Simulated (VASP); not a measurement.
GaAs:

```
Ga As
1.0
     0.00000    2.82523    2.82523
     2.82523    0.00000    2.82523
     2.82523    2.82523    0.00000
Ga As
1 1
Direct
  0.00000 0.00000 0.00000
  0.25000 0.25000 0.25000
```

The cell was built by a generator and needn't be a form met in nature.

Base run:

* Program: VASP 6.6.1
* Functional: PBE
* Potentials or basis: VASP PAW PBE potentials, release 64 (Ga_d, As)
* Cutoff: 520 eV
* k mesh: 10 × 10 × 10
* Occupations: gaussian, width 0.02 eV
* Spin: no spin polarisation

Its results: band gap on the k mesh 0.53 eV, direct; pressure 3.6 GPa.

The run is repeated on the same cell with these changes: functional from PBE to r2SCAN; dispersion from none to rVV10. What comes out?

Band gap on the k mesh 1.00 eV, direct; pressure 0.0 GPa.

Several settings changed at once, so the effect can't be laid on one alone.

Caveats: the PAW data sets were made with another functional, which shifts forces and pressure a little (some runs).
